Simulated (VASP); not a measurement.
HfTeSe5:

```
Hf Te Se
1.0
    -2.35957    4.10820    4.84667
     2.35957   -4.10820    4.84667
     2.35957    4.10820   -4.84667
Hf Te Se
1 1 5
Direct
  0.50000 0.50000 0.00000
  0.00000 0.00000 0.00000
  0.79210 0.50000 0.29210
  0.20790 0.50000 0.70790
  0.25305 0.25305 0.00000
  0.74695 0.74695 0.00000
  0.50000 0.00000 0.50000
```

The cell was built by a generator and needn't be a form met in nature.

| Item | Value |
| --- | --- |
| Program | VASP 6.6.1 |
| Task | relaxation of cell and atoms |
| Functional | PBE |
| Potentials or basis | VASP PAW PBE potentials, release 64 (Hf_pv, Te, Se) |
| Cutoff | 520 eV |
| k mesh | 4 × 4 × 4 |
| Occupations | gaussian, width 0.15 eV |
| Spin | no spin polarisation |

At the start: pressure 16.7 GPa; volume 26.85 Å³/atom.

Problem. Where does the relaxation end?

Solution. Over 10 steps the energy falls by 314.6 meV/atom and the volume is 32.51 Å³/atom (+21.1 %); space group Immm (No. 71, to 0.05 Å).

The path:
```tsv
step	energy change (eV)	largest force (eV/Å)	pressure (GPa)	volume (Å³)
1	0.0000	2.9150	16.69	187.93
2	-1.0990	0.5030	-5.87	274.41
3	-2.1584	0.4176	-0.35	231.48
4	-2.1589	0.4461	-0.11	230.55
5	-2.1581	0.4776	0.08	229.64
6	-2.1788	0.3026	0.10	229.37
7	-2.1837	0.1876	0.11	229.16
8	-2.1970	0.0852	-0.21	229.78
9	-2.1989	0.0316	-0.36	230.10
10	-2.2022	0.0488	0.01	227.57
```

Final structure:
```yaml
crystal:
  lattice:
    - [-2.50461, 4.30471, 5.27680]
    - [2.50461, -4.30471, 5.27680]
    - [2.50461, 4.30471, -5.27680]
  atoms:
    - { symbol: Hf, position: [0.50000, 0.50000, 0.00000] }
    - { symbol: Te, position: [0.00000, 0.00000, 0.00000] }
    - { symbol: Se, position: [0.81052, 0.50000, 0.31052] }
    - { symbol: Se, position: [0.18948, 0.50000, 0.68948] }
    - { symbol: Se, position: [0.25404, 0.25404, 0.00000] }
    - { symbol: Se, position: [0.74596, 0.74596, 0.00000] }
    - { symbol: Se, position: [0.50000, 0.00000, 0.50000] }
```

Caveat: the k mesh is coarse (spacing up to 0.38 Å⁻¹), so the values aren't converged; the volume moved by over 15 % at a fixed basis, so the end points are rough.
